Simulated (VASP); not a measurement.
Calculation: MS2 meta-GGA, VASP's PBE PAW potentials (set 64) (plane waves; VASP).

Input for VASP

**INCAR**
```
SYSTEM = Pd
PREC = Accurate; ENCUT = 520; LREAL = .False.
LASPH = .True.
EDIFF = 1E-6; NELM = 100; ALGO = Normal
LMAXMIX = 4; LMIXTAU = .True.
ISMEAR = 1; SIGMA = 0.1
METAGGA = MS2
IBRION = 2; NSW = 60; ISIF = 3
EDIFFG = -0.01
LWAVE = .False.; LCHARG = .False.
```

KPOINTS:
```
Automatic mesh
0
Gamma
14 14 14
0 0 0
```

POSCAR:
```
Pd
1
    0.0000000000     1.9450000000     1.9450000000
    1.9450000000     0.0000000000     1.9450000000
    1.9450000000     1.9450000000     0.0000000000
Pd
1
Direct
  0.0000000000   0.0000000000   0.0000000000
```

POTCAR, in this order: Pd (PBE.64 set). Program: vasp_std.

Output of the run:

OSZICAR:
```
       N       E                     dE             d eps       ncg     rms          rms(c)
DAV:   1     0.300559243083E+02    0.30056E+02   -0.51775E+03  1888   0.103E+03
DAV:   2    -0.148668539436E+02   -0.44923E+02   -0.43516E+02  2000   0.191E+02
DAV:   3    -0.152879808292E+02   -0.42113E+00   -0.41984E+00  2190   0.226E+01
DAV:   4    -0.152894700035E+02   -0.14892E-02   -0.14891E-02  2174   0.119E+00
DAV:   5    -0.152894853585E+02   -0.15355E-04   -0.15355E-04  2130   0.102E-01    0.167E+01
DAV:   6    -0.285903301435E+01    0.12430E+02   -0.27161E+01  1874   0.564E+01    0.392E+00
DAV:   7    -0.312685803503E+01   -0.26783E+00   -0.17108E-01  1910   0.401E+00    0.250E+00
DAV:   8    -0.309851129992E+01    0.28347E-01   -0.35358E+00  1903   0.192E+01    0.335E+00
DAV:   9    -0.303256677336E+01    0.65945E-01   -0.24380E+00  1899   0.179E+01    0.878E-01
DAV:  10    -0.304584455653E+01   -0.13278E-01   -0.11925E-01  1927   0.391E+00    0.201E-01
DAV:  11    -0.304993982034E+01   -0.40953E-02   -0.12904E-02  2754   0.978E-01    0.329E-01
DAV:  12    -0.304840781761E+01    0.15320E-02   -0.25272E-02  1927   0.152E+00    0.197E-01
DAV:  13    -0.304829934321E+01    0.10847E-03   -0.10482E-03  1953   0.325E-01    0.671E-02
DAV:  14    -0.304832193090E+01   -0.22588E-04   -0.18514E-04  1936   0.156E-01    0.296E-02
DAV:  15    -0.304834451407E+01   -0.22583E-04   -0.80106E-06  1989   0.347E-02    0.252E-02
DAV:  16    -0.304834712917E+01   -0.26151E-05   -0.75980E-05  1915   0.100E-01    0.239E-03
DAV:  17    -0.304834706528E+01    0.63883E-07   -0.30120E-07   973   0.639E-03
   1 F= -.30483471E+01 E0= -.30480825E+01  d E =-.304835E+01
       N       E                     dE             d eps       ncg     rms          rms(c)
DAV:   1    -0.308794982914E+01   -0.39603E-01   -0.88684E-01  1894   0.107E+01    0.150E+00
DAV:   2    -0.304693695590E+01    0.41013E-01   -0.19255E-01  1880   0.388E+00    0.390E-01
DAV:   3    -0.304733088094E+01   -0.39393E-03   -0.18704E-03  1967   0.584E-01    0.222E-01
DAV:   4    -0.304761250033E+01   -0.28162E-03   -0.13242E-02  1942   0.943E-01    0.213E-01
DAV:   5    -0.304729432084E+01    0.31818E-03   -0.98774E-03  1932   0.968E-01    0.748E-02
DAV:   6    -0.304729682373E+01   -0.25029E-05   -0.70040E-05  2306   0.784E-02    0.819E-02
DAV:   7    -0.304726741815E+01    0.29406E-04   -0.11692E-03  1938   0.322E-01    0.167E-02
DAV:   8    -0.304726965068E+01   -0.22325E-05   -0.37188E-05  1945   0.657E-02    0.128E-03
DAV:   9    -0.304727054973E+01   -0.89905E-06   -0.23020E-07   945   0.761E-03
   2 F= -.30472705E+01 E0= -.30470011E+01  d E =0.107652E-02
       N       E                     dE             d eps       ncg     rms          rms(c)
DAV:   1    -0.306370102319E+01   -0.16431E-01   -0.34331E-01  1894   0.669E+00    0.894E-01
DAV:   2    -0.304888007181E+01    0.14821E-01   -0.69745E-02  1881   0.227E+00    0.262E-01
DAV:   3    -0.304894121504E+01   -0.61143E-04   -0.31779E-04  1985   0.248E-01    0.146E-01
DAV:   4    -0.304893191033E+01    0.93047E-05   -0.42126E-03  2013   0.501E-01    0.118E-01
DAV:   5    -0.304892092509E+01    0.10985E-04   -0.35970E-03  1927   0.567E-01    0.514E-02
DAV:   6    -0.304888600092E+01    0.34924E-04   -0.13600E-04  1908   0.120E-01    0.138E-02
DAV:   7    -0.304891172950E+01   -0.25729E-04   -0.37079E-05  1902   0.489E-02    0.166E-03
DAV:   8    -0.304891266897E+01   -0.93947E-06   -0.20082E-06   982   0.162E-02
   3 F= -.30489127E+01 E0= -.30486501E+01  d E =-.565604E-03
       N       E                     dE             d eps       ncg     rms          rms(c)
DAV:   1    -0.304893478831E+01   -0.23059E-04   -0.51092E-04  1896   0.257E-01    0.361E-02
DAV:   2    -0.304891117874E+01    0.23610E-04   -0.11289E-04  1882   0.910E-02    0.102E-02
DAV:   3    -0.304891090457E+01    0.27416E-06   -0.55939E-07  1014   0.104E-02
   4 F= -.30489109E+01 E0= -.30486488E+01  d E =-.563839E-03
```

OUTCAR:
```
------------------------ aborting loop because EDIFF is reached ----------------------------------------
  FORCE on cell =-STRESS in cart. coord.  units (eV):
  Direction    XX          YY          ZZ          XY          YZ          ZX
  --------------------------------------------------------------------------------------
  Total       -0.0006718     -0.0006718     -0.0006718      0.0000000      0.0000000     -0.0000000
  in kB       -0.0736848     -0.0736848     -0.0736848      0.0000000      0.0000000     -0.0000000
  external PRESSURE =      -0.0736848 kB  Pullay stress =       0.0000000 kB
  volume of cell :       14.61
      direct lattice vectors                 reciprocal lattice vectors
     0.000000000  1.940216981  1.940216981    -0.257703136  0.257703136  0.257703136
     1.940216981 -0.000000000  1.940216981     0.257703136 -0.257703136  0.257703136
     1.940216981  1.940216981 -0.000000000     0.257703136  0.257703136 -0.257703136
 POSITION                                       TOTAL-FORCE (eV/Angst)
 -----------------------------------------------------------------------------------
      0.00000      0.00000      0.00000        -0.000000     -0.000000      0.000000
 -----------------------------------------------------------------------------------
    total drift:                                0.000000      0.000000      0.000000
  FREE ENERGIE OF THE ION-ELECTRON SYSTEM (eV)
  ---------------------------------------------------
  free  energy   TOTEN  =        -3.0489109046 eV

  energy  without entropy=       -3.0481246710  energy(sigma->0) =       -3.04864883

 reached required accuracy - stopping structural energy minimisation
```
(Selected blocks of OUTCAR.)

### CONTCAR
```
Pd
   1.00000000000000
     0.0000000000000000    1.9402169805816800    1.9402169805816800
     1.9402169805816800   -0.0000000000000000    1.9402169805816800
     1.9402169805816800    1.9402169805816800   -0.0000000000000000
  Pd
     1
Direct
     0.0000000000000000    0.0000000000000000    0.0000000000000000
```

The compound is Pd in the fcc structure. This run relaxes it. Symmetry was kept, so distortions that lower it aren't found.
